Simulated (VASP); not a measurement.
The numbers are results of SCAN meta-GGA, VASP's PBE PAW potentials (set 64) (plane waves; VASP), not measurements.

The input files of a VASP run:

### INCAR
```
! general
SYSTEM  = CsSnI3
PREC    = Accurate
ENCUT   = 400   ! plane-wave cut-off (eV)
LREAL   = .FALSE.   ! projection in real space or not
LASPH   = .TRUE.   ! aspherical one-centre terms

! electronic loop
EDIFF   = 1E-6
NELM    = 100   ! most electronic steps
ALGO    = Normal   ! blocked Davidson
LMAXMIX = 4   ! l cut-off of mixed one-centre charges
LMIXTAU = .TRUE.

! smearing
ISMEAR  = 0
SIGMA   = 0.05

! functional
METAGGA = SCAN

! ions
IBRION  = 2
NSW     = 60   ! most ionic steps
ISIF    = 3
EDIFFG  = -0.02   ! ionic stop

! output
LWAVE   = .FALSE.
LCHARG  = .FALSE.
```

KPOINTS:
```
Automatic mesh
0
G
  4 4 4
0 0 0
```

File POSCAR:
```
CsSnI3
1
    6.2285460883     0.0000000000    -0.0000000000
   -0.0000000000     6.2285460883    -0.0000000000
   -0.0000000000     0.0000000000     6.2285460883
Cs I Sn
1 3 1
Direct
  0.0000000000   0.0000000000   0.0000000000
  0.0000000000   0.5000000000   0.5000000000
  0.5000000000   0.0000000000   0.5000000000
  0.5000000000   0.5000000000   0.0000000000
  0.5000000000   0.5000000000   0.5000000000
```

POTCAR, in this order: Cs_sv I Sn_d (PBE.64 set). Program: vasp_std.

What VASP printed:

**OUTCAR**
```
 ion  position               nearest neighbor table
   1  0.000  0.000  0.000-
   2  0.000  0.500  0.500-   5 3.11   5 3.11
   3  0.500  0.000  0.500-   5 3.11   5 3.11
   4  0.500  0.500  0.000-   5 3.11   5 3.11
   5  0.500  0.500  0.500-   2 3.11   3 3.11   4 3.11   4 3.11   3 3.11   2 3.11
  LATTYP: Found a simple cubic cell.
 ALAT       =     6.2285460883
 Subroutine PRICEL returns:
 Original cell was already a primitive cell.
 Subroutine GETGRP returns: Found 48 space group operations
The static configuration has the point symmetry O_h .
The dynamic configuration has the point symmetry O_h .
 Subroutine INISYM returns: Found 48 space group operations
 Subroutine IBZKPT returns following result:
 Found     10 irreducible k-points:

 Following reciprocal coordinates:
            Coordinates               Weight
  0.000000  0.000000  0.000000      1.000000
  0.250000  0.000000  0.000000      6.000000
  0.500000  0.000000  0.000000      3.000000
  0.250000  0.250000  0.000000     12.000000
  0.500000  0.250000  0.000000     12.000000
  0.500000  0.500000  0.000000      3.000000
  0.250000  0.250000  0.250000      8.000000
  0.500000  0.250000  0.250000     12.000000
  0.500000  0.500000  0.250000      6.000000
  0.500000  0.500000  0.500000      1.000000
   k-points           NKPTS =     10   k-points in BZ     NKDIM =     10   number of bands    NBANDS=     26
   number of dos      NEDOS =    301   number of ions     NIONS =      5
   total plane-waves  NPLWV =  74088
   dimension x,y,z NGX =    42 NGY =   42 NGZ =   42
   dimension x,y,z NGXF=    84 NGYF=   84 NGZF=   84
   ions per type =               1   3   1
   PREC   = accura    normal or accurate (medium, high low for compatibility)
   ISTART =      0    job   : 0-new  1-cont  2-samecut
   ICHARG =      2    charge: 1-file 2-atom 10-const
   ISPIN  =      1    spin polarized calculation?
   LNONCOLLINEAR =      F non collinear calculations
   LSORBIT =      F    spin-orbit coupling
   INIWAV =      1    electr: 0-lowe 1-rand  2-diag
   ENCUT  =  400.0 eV  29.40 Ry    5.42 a.u.  10.16 10.16 10.16*2*pi/ulx,y,z
   NELM   =    100;   NELMIN=  2; NELMDL= -5     # of ELM steps
   EDIFF  = 0.1E-05   stopping-criterion for ELM
   LREAL  =      F    real-space projection
   NLSPLINE    = F    spline interpolate recip. space projectors
   LMAXMIX     =    4 max onsite mixed and CHGCAR
   VOSKOWN=      0    Vosko Wilk Nusair interpolation
   EDIFFG = -.2E-01   stopping-criterion for IOM
   NSW    =     60    number of steps for IOM
   NBLOCK =      1;   KBLOCK =     60    inner block; outer block
   IBRION =      2    ionic relax: 0-MD 1-quasi-New 2-CG
   NFREE  =      1    steps in history (QN), initial steepest desc. (CG)
   ISIF   =      3    stress and relaxation
   ISYM   =      2    0-nonsym 1-usesym 2-fastsym
   TEIN   =    0.0    initial temperature
   TEBEG  =    0.0;   TEEND  =   0.0 temperature during run
   SMASS  =  -3.00    Nose mass-parameter (am)
   PSTRESS=    0.0 pullay stress
   NELECT =      44.0000    total number of electrons
   EFERMI =   0.00;   METHOD = LEGACY
   ISMEAR =     0;   SIGMA  =   0.05  broadening in eV -4-tet -1-fermi 0-gaus
   IALGO  =     38    algorithm
   LDIAG  =      T    sub-space diagonalisation (order eigenvalues)
   IMIX   =      4    mixing-type and parameters
     AMIX     =   0.40;   BMIX     =  1.00
     AMIX_MAG =   1.60;   BMIX_MAG =  1.00
     AMIN     =   0.10
   METAGGA = SCAN    functional components
   VOSKOWN =     0    Vosko Wilk Nusair interpolation
   LHFCALC =     F    Hartree Fock is set to
   LHFONE  =     F    Hartree Fock one center treatment
   AEXX    =    0.0000 exact exchange contribution
   IVDW    =     0    specifies the selected vdW correction
...
```

OSZICAR:
```
       N       E                     dE             d eps       ncg     rms          rms(c)
DAV:   1     0.145954884097E+03    0.14595E+03   -0.16410E+04   520   0.130E+03
DAV:   2    -0.158490656133E+03   -0.30445E+03   -0.29858E+03   648   0.289E+02
DAV:   3    -0.194774454960E+03   -0.36284E+02   -0.35811E+02   578   0.116E+02
DAV:   4    -0.196306340227E+03   -0.15319E+01   -0.15287E+01   672   0.280E+01
DAV:   5    -0.196346766998E+03   -0.40427E-01   -0.40412E-01   740   0.428E+00    0.304E+00
DAV:   6    -0.192371864786E+03    0.39749E+01   -0.12136E+00   646   0.117E+01    0.288E+00
DAV:   7    -0.187778951142E+03    0.45929E+01   -0.10936E+00   548   0.555E+00    0.112E+00
DAV:   8    -0.188319413829E+03   -0.54046E+00   -0.40580E-01   642   0.398E+00    0.595E-01
DAV:   9    -0.188641126585E+03   -0.32171E+00   -0.25151E-01   552   0.384E+00    0.685E-01
DAV:  10    -0.188851623372E+03   -0.21050E+00   -0.27572E-01   522   0.492E+00    0.489E-01
DAV:  11    -0.188554576095E+03    0.29705E+00   -0.23044E-01   520   0.468E+00    0.163E-01
DAV:  12    -0.188657520155E+03   -0.10294E+00   -0.75464E-02   520   0.263E+00    0.179E-01
DAV:  13    -0.188658241414E+03   -0.72126E-03   -0.19983E-03   624   0.323E-01    0.122E-01
DAV:  14    -0.188678622157E+03   -0.20381E-01   -0.12232E-02   528   0.106E+00    0.879E-02
DAV:  15    -0.188679048955E+03   -0.42680E-03   -0.14368E-03   560   0.306E-01    0.966E-02
DAV:  16    -0.188680861639E+03   -0.18127E-02   -0.28678E-03   524   0.514E-01    0.670E-02
DAV:  17    -0.188681017728E+03   -0.15609E-03   -0.14089E-03   524   0.349E-01    0.478E-02
DAV:  18    -0.188681081765E+03   -0.64037E-04   -0.55965E-04   532   0.222E-01    0.342E-02
DAV:  19    -0.188681093110E+03   -0.11345E-04   -0.27821E-05   672   0.496E-02    0.239E-02
DAV:  20    -0.188681073274E+03    0.19836E-04   -0.11664E-04   538   0.101E-01    0.152E-02
DAV:  21    -0.188681081745E+03   -0.84703E-05   -0.55829E-06   564   0.153E-02    0.102E-02
DAV:  22    -0.188681107442E+03   -0.25697E-04   -0.84136E-06   536   0.279E-02    0.483E-03
DAV:  23    -0.188681119474E+03   -0.12032E-04   -0.11223E-05   536   0.310E-02    0.299E-03
DAV:  24    -0.188681124170E+03   -0.46961E-05   -0.10885E-06   378   0.901E-03    0.189E-03
DAV:  25    -0.188681124336E+03   -0.16662E-06   -0.34705E-07   320   0.569E-03
   1 F= -.18868112E+03 E0= -.18868112E+03  d E =-.188681E+03
       N       E                     dE             d eps       ncg     rms          rms(c)
DAV:   1    -0.188684474745E+03   -0.33506E-02   -0.82258E-02   610   0.260E+00    0.327E-01
DAV:   2    -0.188682254341E+03    0.22204E-02   -0.47342E-03   580   0.661E-01    0.143E-01
DAV:   3    -0.188681457147E+03    0.79719E-03   -0.24864E-03   628   0.426E-01    0.557E-02
DAV:   4    -0.188681474464E+03   -0.17317E-04   -0.51825E-04   524   0.193E-01    0.300E-02
DAV:   5    -0.188681405705E+03    0.68759E-04   -0.41470E-04   524   0.182E-01    0.150E-02
DAV:   6    -0.188681495552E+03   -0.89847E-04   -0.13697E-04   524   0.999E-02    0.795E-03
DAV:   7    -0.188681494657E+03    0.89496E-06   -0.11343E-05   532   0.276E-02    0.331E-03
DAV:   8    -0.188681490144E+03    0.45131E-05   -0.93163E-06   530   0.276E-02    0.177E-03
DAV:   9    -0.188681488916E+03    0.12272E-05   -0.44340E-06   452   0.190E-02    0.110E-03
DAV:  10    -0.188681487458E+03    0.14580E-05   -0.83044E-07   318   0.800E-03    0.503E-04
DAV:  11    -0.188681487248E+03    0.20999E-06   -0.15595E-07   272   0.321E-03
   2 F= -.18868149E+03 E0= -.18868149E+03  d E =-.362912E-03
```

**OUTCAR**
```
------------------------ aborting loop because EDIFF is reached ----------------------------------------
  FORCE on cell =-STRESS in cart. coord.  units (eV):
  Direction    XX          YY          ZZ          XY          YZ          ZX
  --------------------------------------------------------------------------------------
  Total       -0.0317518     -0.0317518     -0.0317518      0.0000000      0.0000000     -0.0000000
  in kB       -0.2113051     -0.2113051     -0.2113051      0.0000000      0.0000000     -0.0000000
  external PRESSURE =      -0.2113051 kB  Pullay stress =       0.0000000 kB
  volume of cell :      240.75
      direct lattice vectors                 reciprocal lattice vectors
     6.220946134  0.000000000 -0.000000000     0.160747253  0.000000000 -0.000000000
    -0.000000000  6.220946134 -0.000000000    -0.000000000  0.160747253 -0.000000000
     0.000000000  0.000000000  6.220946134     0.000000000  0.000000000  0.160747253
 POSITION                                       TOTAL-FORCE (eV/Angst)
 -----------------------------------------------------------------------------------
      0.00000      0.00000      0.00000        -0.000000     -0.000000      0.000000
      0.00000      3.11047      3.11047         0.000000     -0.000000      0.000000
      3.11047      0.00000      3.11047        -0.000000     -0.000000      0.000000
      3.11047      3.11047     -0.00000        -0.000000     -0.000000      0.000000
      3.11047      3.11047      3.11047         0.000000      0.000000      0.000000
 -----------------------------------------------------------------------------------
    total drift:                                0.000000     -0.000000     -0.000000
  FREE ENERGIE OF THE ION-ELECTRON SYSTEM (eV)
  ---------------------------------------------------
  free  energy   TOTEN  =      -188.6814872483 eV

  energy  without entropy=     -188.6814872483  energy(sigma->0) =     -188.68148725

 reached required accuracy - stopping structural energy minimisation
```
(Selected blocks of OUTCAR.)

**CONTCAR**
```
CsSnI3
   1.00000000000000
     6.2209461335634968    0.0000000000000000   -0.0000000000000000
    -0.0000000000000000    6.2209461335634968   -0.0000000000000000
     0.0000000000000000    0.0000000000000000    6.2209461335634968
  Cs              I               Sn
     1     3     1
Direct
     0.0000000000000000    0.0000000000000000    0.0000000000000000
     0.0000000000000000    0.5000000000000000    0.5000000000000000
     0.5000000000000000    0.0000000000000000    0.5000000000000000
     0.5000000000000000    0.5000000000000000    0.0000000000000000
     0.5000000000000000    0.5000000000000000    0.5000000000000000
```

### OUTCAR
```
 val. band max:        2.6396355891   @ k =   0.5000   0.5000   0.5000

 cond. band min:       3.0668260276   @ k =   0.5000   0.5000   0.5000


 Fermi energy:         2.8537913211

 k-point     1 :       0.0000    0.0000    0.0000
  band No.  band energies     occupation
      1     -20.4255      2.00000
      2     -20.0545      2.00000
      3     -20.0545      2.00000
      4     -20.0213      2.00000
      5     -20.0213      2.00000
      6     -20.0213      2.00000
      7     -11.1626      2.00000
      8     -10.3986      2.00000
      9     -10.3986      2.00000
     10      -6.7819      2.00000
     11      -6.7819      2.00000
     12      -6.7819      2.00000
     13      -3.9185      2.00000
     14      -2.2431      2.00000
     15      -2.2431      2.00000
     16      -2.2431      2.00000
     17       0.1514      2.00000
     18       0.1514      2.00000
     19       0.1514      2.00000
     20       0.3145      2.00000
     21       0.3145      2.00000
     22       0.3145      2.00000
     23       5.2303      0.00000
     24       6.0530      0.00000
     25       6.0530      0.00000
     26       6.4912      0.00000

 k-point     2 :       0.2500    0.0000    0.0000
  band No.  band energies     occupation
      1     -20.4253      2.00000
      2     -20.0545      2.00000
      3     -20.0535      2.00000
      4     -20.0214      2.00000
      5     -20.0214      2.00000
      6     -20.0214      2.00000
      7     -11.0810      2.00000
      8     -10.4966      2.00000
      9     -10.3970      2.00000
     10      -6.7785      2.00000
     11      -6.7785      2.00000
     12      -6.7719      2.00000
     13      -4.4900      2.00000
     14      -2.1862      2.00000
     15      -2.1862      2.00000
     16      -1.1926      2.00000
     17       0.0473      2.00000
     18       0.0473      2.00000
     19       0.0698      2.00000
     20       0.2394      2.00000
     21       0.2394      2.00000
     22       0.3382      2.00000
...
```

Unless said otherwise, spin-orbit coupling is left out, though it shifts the bands of the heavy elements here.

The structure comes from a measured CsSnI3 entry (Pm-3m) of the Crystallography Open Database, whose conditions weren't checked. This run relaxes it. Symmetry was kept, so distortions that lower it aren't found. The start is the result of an earlier pass.
